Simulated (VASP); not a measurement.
Here is the system:

```xyz
17
Lattice="5.6098 0.0000 0.0000 0.0000 5.6098 0.0000 0.0000 0.0000 20.1170" Properties=species:S:1:pos:R:3 pbc="T T T"
Pt     1.4024     1.4024     7.0834
Pt     4.2073     1.4024     7.0834
Pt     1.4024     4.2073     7.0834
Pt     4.2073     4.2073     7.0834
Pt     0.0000     0.0000     9.0668
Pt     2.8049     0.0000     9.0668
Pt     0.0000     2.8049     9.0668
Pt     2.8049     2.8049     9.0668
Pt     1.4024     1.4024    11.0502
Pt     4.2073     1.4024    11.0502
Pt     1.4024     4.2073    11.0502
Pt     4.2073     4.2073    11.0502
Pt     0.0000     0.0000    13.0335
Pt     2.8049     0.0000    13.0335
Pt     0.0000     2.8049    13.0335
Pt     2.8049     2.8049    13.0335
Cl     0.0000     0.0000    15.4419
```

These are PBE GGA, VASP's PBE PAW potentials (set 64) (plane waves; VASP 6.6.1) values and carry that method's errors. Run with PREC = Normal, EDIFF = 1E-5, 400 eV cut-off, 5×5×1 Γ-centred mesh, first-order Methfessel-Paxton smearing of 0.10 eV, potentials Pt Cl.

Q: The ions are relaxed. Predict the relaxed structure.

A: 
```xyz
17
Lattice="5.6098 0.0000 0.0000 0.0000 5.6098 0.0000 0.0000 0.0000 20.1170" Properties=species:S:1:pos:R:3 pbc="T T T"
Pt     1.4002     1.4002     7.1467
Pt     4.2096     1.4002     7.1467
Pt     1.4002     4.2096     7.1467
Pt     4.2096     4.2096     7.1467
Pt     0.0000     0.0000     9.0662
Pt     2.8049     0.0000     9.0845
Pt     0.0000     2.8049     9.0845
Pt     2.8049     2.8049     9.0636
Pt     1.3917     1.3917    11.0366
Pt     4.2181     1.3917    11.0366
Pt     1.3917     4.2181    11.0366
Pt     4.2181     4.2181    11.0366
Pt     0.0000     0.0000    13.1292
Pt     2.8049     0.0000    12.9358
Pt     0.0000     2.8049    12.9358
Pt     2.8049     2.8049    12.9585
Cl     0.0000     0.0000    15.3865
```

Q: How much energy does the relaxation gain?

A: The energy (σ→0) changes by -13.5 meV/atom, in 15 ionic steps.

The cell is a thin slab with vacuum, built from Pt (fcc): (100) face, Cl adsorbed.
